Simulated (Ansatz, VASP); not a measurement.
**ZrGaC5: VASP beside Ansatz**

```
Zr Ga C
1.0
     3.13605    0.00000    0.00000
     0.00000    3.13605    0.00000
     0.00000    0.00000    7.14381
Zr Ga C
1 1 5
Cartesian
  0.0000 0.0000 0.0000
  0.0000 0.0000 3.5719
  1.5680 1.5680 0.0000
  1.5680 0.0000 1.9664
  0.0000 1.5680 1.9664
  1.5680 0.0000 5.1774
  0.0000 1.5680 5.1774
```

Change from the starting cell: species swapped into the YbIn5Rh type (P4/mmm, No. 123).

Alike in both runs: functional PBE; k mesh 12 × 12 × 6; occupations gaussian, width 0.1 eV; no spin polarisation.

Ansatz relaxed the structure, and its values are those at the end. VASP's run is a single point on that final structure, the one shown.

|  | VASP | Ansatz |
| --- | --- | --- |
| version | VASP 6.6.1 | Ansatz 0.2.0 |
| potentials or method | VASP PAW PBE potentials, release 64 (Zr_sv, Ga_d, C) | scalar-relativistic, plane waves, PAW |
| plane-wave cutoff (eV) | 520 | 420 |
| valence electrons in the cell | 45 | 45 |

```tsv
	VASP	Ansatz	Ansatz less VASP
gap on the k mesh at the Fermi level (eV)	none	none	-
pressure (GPa)	0.3	0.0	-0.26
rms of the force components (eV/Å)	0.004	0.000	-0.0040
```

A gap of «none» marks a metal or a gap that the smearing closes.
